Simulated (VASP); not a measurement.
# NaVP with SCAN: from relaxation to properties, part 2 of 2

What structure does NaVP take at this level, and what are its properties? The cell is generated by rule, not measured, and may not be a known phase. Left out of this account: 4 further runs (self-consistent run: a volume scan without its fit; self-consistent run: a spoilt try).

VASP 6.6.1, plane waves and PAW; the level of theory is named at each step.

Still holding for the runs below: The cell holds one magnetic atom, so no antiferromagnetic order fits into it.

So far, moment of the cell, from the last line of the log (μB): step 2 (rough relaxation of the start cell) 2.35; step 3 (relaxing cell and atoms (SCAN)) 2.35. The relaxed cell has a = 3.353, c = 5.915 Å (conventional setting).

### 6. Density of states (SCAN)

Here the states are counted by energy and projected on the atoms. The mesh is finer than in the run before.

The input, INCAR:

```
SYSTEM = NaVP
PREC = Accurate
ENCUT = 400
EDIFF = 1E-06
NELM = 100
ISMEAR = -5
SIGMA = 0.05
LREAL = .FALSE.
ALGO = Normal
METAGGA = SCAN
LASPH = .TRUE.
NBANDS = 27
ISPIN = 2
MAGMOM = 0.016 2.092 -0.152
LMAXMIX = 4
LORBIT = 11
LWAVE = .FALSE.
LCHARG = .FALSE.
NEDOS = 2001
```

The input, POSCAR:

```
NaVP
1.0
    3.3529981911      0.0000000000      0.0000000000
    0.0000000000      3.3529981911      0.0000000000
    0.0000000000      0.0000000000      5.9153771581
Na V P
1 1 1
Direct
    0.5000000000      0.5000000000      0.0000000000
    0.5000000000      0.5000000000      0.5000000000
    0.0000000000      0.0000000000      0.5000000000
```

The input, KPOINTS:

```
Automatic mesh
0
Gamma
10 10 6
0 0 0
```

PAW data sets: Na_pv, V_sv and P (PBE family, release 64).

The run is started by

```console
$ mpirun -np 1 vasp_std
```

Wall time 8.9 min (1 MPI rank of Intel Xeon Platinum 8488C (Sapphire Rapids), shared host); peak memory 0.29 GiB.

With tetrahedra the forces and stress of a metal are not exact derivatives of the energy.

Numbers from this step:

```yaml
scf_cycles: 21
irreducible_k_points: 84
free_energy_toten: -32.39 eV
fermi_energy: 4.475 eV
pressure: 0.1036 GPa
moment_of_the_cell_from_the_last_line_of_the_log: 2.392 μB
dos_at_the_fermi_level: 1.490 states/eV/cell
```

The density of states has structure finer than the step of the table below, so its rows give means over 1 eV, whole bins alone (the curve runs from -12.0 to 7.97 eV). Peaks (eV: height): total up -4.0: 3.07, 0.5: 2.37, 0.7: 3.03, 1.8: 1.92; total down 0.7: 2.26, 2.4: 2.98, 2.6: 3.10, 3.1: 2.19; V d up -1.6: 1.15, -0.8: 1.40, 0.5: 1.59, 0.7: 2.40; V d down 0.7: 0.789, 2.4: 1.99, 2.6: 2.29, 3.1: 1.17; P p up -5.1: 0.175, -4.0: 0.639, 0.5: 0.174, 2.4: 0.135.

States under -12.0 eV and over 8.0 eV are left out. Density of states against energy, zero at the Fermi level; means over each step; 7 of 8 lines; values in states/eV/cell:

```
energy (eV)  total up  total down  V d up  V d down   P p up  P p down   P s up
        -11     0.692       0.614  0.0338    0.0250  0.00190   0.00119    0.348
        -10         0           0       0         0        0         0        0
         -9         0           0       0         0        0         0        0
         -8         0           0       0         0        0         0        0
         -7   0.00854           0  9.4e-4         0  0.00198         0   5.0e-5
         -6     0.297       0.151  0.0354    0.0151   0.0704    0.0399  0.00373
         -5     0.552       0.529  0.0712    0.0542    0.127     0.144  0.00741
         -4      1.53        1.02   0.408     0.103    0.323     0.269  0.00409
         -3     0.560       0.958   0.234     0.218   0.0847     0.262  0.00239
         -2     0.917       0.326   0.555    0.0742   0.0168    0.0836  0.00356
         -1      1.36       0.183    1.01    0.0352   0.0125    0.0191   8.5e-4
          0      1.22       0.443   0.686     0.134    0.111    0.0277  0.00867
          1     0.901        1.26   0.533     0.607   0.0643    0.0470  0.00892
          2      1.26        1.99   0.389      1.25    0.108    0.0557   0.0262
          3     0.611        1.63   0.135     0.923   0.0589    0.0713   0.0114
          4     0.703       0.792   0.114     0.337   0.0636    0.0592  0.00796
          5     0.673       0.694  0.0940     0.172   0.0560    0.0413   0.0116
          6     0.699       0.871  0.0668     0.152   0.0366    0.0518   0.0143
          7     0.934       0.727  0.0773    0.0804   0.0389    0.0283   0.0256
```

The finer mesh and the other smearing move the Fermi level by +0.05 eV from the 7×7×4 run, a small shift, which tests the Fermi level alone. Of the states within 0.3 eV of the Fermi level, the largest shares in the PAW spheres are V d 48 % and P p 9 %. The rest lies in smaller channels or between the spheres.

### 7. A semilocal run for the hybrid's start

This step: PBE, spin-polarised from a ferromagnetic start; plane waves and PAW (Na_pv, V_sv, P); invented cell (VASP 6.6.1).

A hybrid converges badly from random orbitals, so a cheap semilocal run writes a WAVECAR on the same mesh first.

The input, INCAR:

```
SYSTEM = NaVP
PREC = Accurate
ENCUT = 400
EDIFF = 1E-05
NELM = 100
ISMEAR = -1
SIGMA = 0.05
LREAL = .FALSE.
ALGO = Normal
GGA = PE
NBANDS = 20
ISPIN = 2
MAGMOM = 0.016 2.092 -0.152
LMAXMIX = 4
LORBIT = 11
LWAVE = .TRUE.
LCHARG = .FALSE.
```

POSCAR is that of step 6.

The input, KPOINTS:

```
Automatic mesh
0
Gamma
4 4 3
0 0 0
```

The run is started by

```console
$ mpirun -np 1 vasp_std
```

The job ended after 29 s (1 MPI rank; peak memory 0.17 GiB).

LASPH is off, so gradient terms of the non-spherical density inside the spheres are left out; for open d or f shells this can shift gaps and moments.

This step gave:

```yaml
scf_cycles: 16
bands: 20
irreducible_k_points: 12
free_energy_toten: -15.68 eV
energy_at_zero_smearing: -15.67 eV
fermi_energy: 4.240 eV
pressure: 0.3852 GPa
moment_of_the_cell_from_the_last_line_of_the_log: 2.231 μB
```

Spin moment in the PAW sphere by atom:

```
atom  spin moment in the PAW sphere (μB)
 Na1                                0.01
  V2                                1.90
  P3                               -0.05
```

### 8. Band structure (HSE06)

This step: HSE06, spin-polarised from a ferromagnetic start; plane waves and PAW (Na_pv, V_sv, P); invented cell (VASP 6.6.1).

HSE06 mixes in a quarter of exact exchange at short range, at far higher cost; in semiconductors this cures much of the gap error, while metals seldom gain.

The input, INCAR:

```
SYSTEM = NaVP
PREC = Accurate
ENCUT = 400
EDIFF = 1E-06
NELM = 100
ISMEAR = -1
SIGMA = 0.05
LREAL = .FALSE.
ALGO = Normal
LHFCALC = .TRUE.
AEXX = 0.25
GGA = PE
HFSCREEN = 0.2
LASPH = .TRUE.
NBANDS = 20
ISPIN = 2
MAGMOM = 0.016 2.092 -0.152
LMAXMIX = 4
PRECFOCK = Fast
LORBIT = 11
LWAVE = .FALSE.
LCHARG = .FALSE.
```

POSCAR is that of step 7.

KPOINTS is that of step 7.

The input, KPOINTS_OPT:

```
Line mode
6
Line-mode
Reciprocal
  0.00000000   0.00000000   0.00000000 GAMMA
  0.00000000   0.50000000   0.00000000 X

  0.00000000   0.50000000   0.00000000 X
  0.50000000   0.50000000   0.00000000 M

  0.50000000   0.50000000   0.00000000 M
  0.00000000   0.00000000   0.00000000 GAMMA

  0.00000000   0.00000000   0.00000000 GAMMA
  0.00000000   0.00000000   0.50000000 Z

  0.00000000   0.00000000   0.50000000 Z
  0.00000000   0.50000000   0.50000000 R

  0.00000000   0.50000000   0.50000000 R
  0.50000000   0.50000000   0.50000000 A

  0.50000000   0.50000000   0.50000000 A
  0.00000000   0.00000000   0.50000000 Z

  0.00000000   0.50000000   0.00000000 X
  0.00000000   0.50000000   0.50000000 R

  0.50000000   0.50000000   0.00000000 M
  0.50000000   0.50000000   0.50000000 A
```

The WAVECAR or CHGCAR of an earlier step is read.

The run is started by

```console
$ mpirun -np 1 vasp_std
```

It took 32 min on 1 MPI rank; peak memory 0.33 GiB.

The k-mesh is coarse for exact exchange; levels may shift by about 0.1 eV on a finer one.

Numbers from this step:

| Quantity | Value |
| --- | --- |
| SCF cycles | 12 |
| free energy (TOTEN) | -19.60 eV |
| energy at zero smearing | -19.60 eV |
| Fermi energy | 4.479 eV |
| moment of the cell, from the last line of the log | 2.348 μB |

Spin moment in the PAW sphere by atom:

```
atom  spin moment in the PAW sphere (μB)
 Na1                                0.02
  V2                                2.22
  P3                               -0.20
```

Spin up. The electronic bands at the labelled points (eV, zero at the Fermi level; # counts the bands kept):

```
          point     #3     #4     #5     #6     #7     #8    #9   #10
              Γ  -2.20  -1.70  -1.70  -1.14  -0.39  -0.39  0.84  6.24
0.40 of the way  -3.26  -3.01  -1.62  -1.15   0.03   1.15  2.31  5.42
              X  -4.29  -2.31  -1.47   1.38   1.60   1.61  1.76  4.09
0.40 of the way  -4.21  -2.12  -2.06   1.21   1.71   2.18  2.48  3.95
              M  -2.76  -2.76  -1.74  -0.67   1.89   2.15  2.16  4.92
0.40 of the way  -3.97  -2.40  -2.28   0.53   1.71   2.00  2.07  3.75
              Γ  -2.20  -1.70  -1.70  -1.14  -0.39  -0.39  0.84  6.24
0.60 of the way  -2.20  -1.71  -1.71  -1.14  -0.39  -0.39  1.27  5.26
              Z  -2.20  -1.71  -1.71  -1.14  -0.39  -0.39  1.59  4.75
0.60 of the way  -3.71  -2.15  -1.55  -1.35   0.75   2.79  3.73  4.00
              R  -4.29  -1.91  -1.47  -0.20   1.08   1.71  4.24  5.43
0.40 of the way  -4.37  -2.15  -1.80   0.78   0.93   1.78  4.00  4.10
              A  -2.81  -2.81  -1.59  -0.98   1.89   2.29  2.44  4.11
0.40 of the way  -4.26  -2.44  -1.87  -0.12   1.91   2.01  2.28  5.17
              Z  -2.20  -1.71  -1.71  -1.14  -0.39  -0.39  1.59  4.75
      jump to X  -4.29  -2.31  -1.47   1.38   1.60   1.61  1.76  4.09
0.60 of the way  -4.29  -2.09  -1.47   0.26   1.15   1.70  3.14  5.86
              R  -4.29  -1.91  -1.47  -0.20   1.08   1.71  4.24  5.43
      jump to M  -2.76  -2.76  -1.74  -0.67   1.89   2.15  2.16  4.92
0.40 of the way  -2.78  -2.78  -1.69  -0.79   1.89   2.20  2.23  4.75
              A  -2.81  -2.81  -1.59  -0.98   1.89   2.29  2.44  4.11
```

Of the projections kept (Na, V, P), the largest for each band there; the rest of the weight can lie on other orbitals:

```
point      #3      #4      #5       #6       #7      #8      #9      #10
    Γ  V 1.00  V 1.00  V 1.00   V 1.00   P 0.83  P 0.83  V 0.82   P 0.68
    X  V 0.68  V 0.93  V 1.00   V 0.70  Na 0.69  V 0.97  V 0.75   V 0.51
    M  V 1.00  V 1.00  V 0.97   P 1.00   V 1.00  V 0.91  V 0.92  Na 0.76
    Γ  V 1.00  V 1.00  V 1.00   V 1.00   P 0.83  P 0.83  V 0.82   P 0.68
    Z  V 1.00  V 1.00  V 1.00   V 1.00   P 0.84  P 0.84  P 0.57   V 0.61
    R  V 0.68  V 0.97  V 1.00  Na 0.65   V 0.85  V 0.98  P 0.63   P 0.93
```

Spin down. Electronic bands along the path, in eV, zero at the Fermi level; # counts the bands kept:

```
          point     #1     #2     #3     #4     #5    #6    #7
              Γ  -4.31  -2.41  -1.24  -0.59  -0.59  1.00  3.22
0.40 of the way  -4.09  -3.71  -2.17  -1.77   0.94  2.95  3.35
              X  -6.74  -3.61  -3.47   1.01   1.30  2.50  3.22
0.40 of the way  -6.14  -3.93  -3.12   1.45   1.80  1.87  3.30
              M  -4.66  -4.66  -1.45   1.09   1.09  2.61  3.34
0.40 of the way  -5.09  -4.18  -3.10   0.28   1.75  3.23  3.30
              Γ  -4.31  -2.41  -1.24  -0.59  -0.59  1.00  3.22
0.60 of the way  -5.05  -1.24  -0.77  -0.59  -0.59  1.00  2.60
              Z  -5.30  -1.23  -0.58  -0.58   0.83  1.00  1.11
0.60 of the way  -5.12  -4.52  -2.88   0.91   1.62  1.91  3.51
              R  -6.69  -3.97  -3.47   0.61   2.34  3.11  3.22
0.40 of the way  -6.10  -3.91  -3.47   0.75   2.58  3.30  3.54
              A  -4.64  -4.64  -1.75   0.80   0.80  3.09  3.45
0.40 of the way  -5.05  -4.16  -3.61   1.52   2.12  2.36  3.31
              Z  -5.30  -1.23  -0.58  -0.58   0.83  1.00  1.11
      jump to X  -6.74  -3.61  -3.47   1.01   1.30  2.50  3.22
0.60 of the way  -6.70  -3.86  -3.47   0.74   2.31  2.37  3.22
              R  -6.69  -3.97  -3.47   0.61   2.34  3.11  3.22
      jump to M  -4.66  -4.66  -1.45   1.09   1.09  2.61  3.34
0.40 of the way  -4.65  -4.65  -1.56   0.98   0.98  2.75  3.45
              A  -4.64  -4.64  -1.75   0.80   0.80  3.09  3.45
```

Of the projections kept (Na, V, P), the largest for each band there; the rest of the weight can lie on other orbitals:

```
point      #1       #2      #3       #4       #5      #6      #7
    Γ  P 0.84  Na 0.56  V 1.00   P 0.86   P 0.86  V 1.00  V 1.00
    X  P 0.53   P 0.68  V 0.57   V 0.67  Na 0.71  V 0.64  V 0.97
    M  P 0.73   P 0.73  P 1.00   V 1.00   V 1.00  V 0.85  V 0.98
    Γ  P 0.84  Na 0.56  V 1.00   P 0.86   P 0.86  V 1.00  V 1.00
    Z  P 0.68   V 1.00  P 0.86   P 0.86   V 0.84  V 1.00  P 0.58
    R  P 0.53   P 0.67  V 0.57  Na 0.76   V 0.93  V 0.52  V 0.97
```

There is no gap at this level.

### 9. Results

```
relaxed volume                            : 22.17 Å³/atom
relaxed conventional cell a, b, c         : 3.353, 3.353, 5.915 Å
space group after relaxing, within 0.02 Å : P4/mmm (No. 123)
moment of the cell (7×7×4 mesh)           : 2.35 μB
largest site moment (7×7×4 mesh)          : 2.09 μB on V2
band gap                                  : none, a metal
DOS at the Fermi level                    : 1.49 states/eV/cell
band gap (HSE06)                          : none, a metal
```

In words: With SCAN, NaVP relaxes to 22.17 Å³/atom in space group P4/mmm, comes out as a metal and keeps moments of up to 2.09 μB (7×7×4 mesh). Bands along the symmetry lines (SCAN), spin up: Of the bands kept, 3 cross the Fermi level on this path. Bands along the symmetry lines (SCAN), spin down: Of the bands kept, 2 cross the Fermi level on this path. Band structure (HSE06), spin up: Of the bands kept, 3 cross the Fermi level on this path. Band structure (HSE06), spin down: Of the bands kept, 2 cross the Fermi level on this path. The other levels ran on the cell relaxed with SCAN, and without spin-orbit coupling unless named. The k-sampling is coarse for a metal, so the Fermi level, moments, pressures and the shape of the cell carry errors. Only the typed magnetic starts were tried, so the magnetic ground state may differ and with it the other results. No search among competing phases was made. All values are for a static lattice at zero temperature.

[Lines on the potential files, build, host, timing and source positions are cut from VASP's logs without a mark.]

[Logs are printed without paths, hosts, clocks, repeated set-up lines and the standing remarks that a program may print on its own settings, such as how far it seeks lower states.]

[Hosts, paths, dates, database ids (printed as entryN), source tags and the programs' standing remarks are cut or masked in the printed files.]

[A measured line is paired with the nearest computed mode of its activity, which favours agreement.]
